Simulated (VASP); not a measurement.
Given:

```yaml
crystal:
  lattice:
    - [0.00000, 1.92983, 1.92983]
    - [1.92983, 0.00000, 1.92983]
    - [1.92983, 1.92983, 0.00000]
  atoms:
    - { symbol: Ir, position: [0.00000, 0.00000, 0.00000] }
```

Calculation: MS2 meta-GGA, VASP's PBE PAW potentials (set 64) (plane waves; VASP). Numerical set-up: 520 eV cut-off, 16×16×16 Γ-centred mesh, first-order Methfessel-Paxton smearing of 0.10 eV, potentials Ir.

Question: Give the stress tensor in GPa (positive for a compressed cell).

Answer: 
```
-10.58    0.00    0.00
  0.00  -10.58    0.00
  0.00    0.00  -10.58
```
The pressure is its mean diagonal, -10.58 GPa.

The compound is Ir in the fcc structure. This cell is one point of a volume scan, at 1.03 of the reference volume.
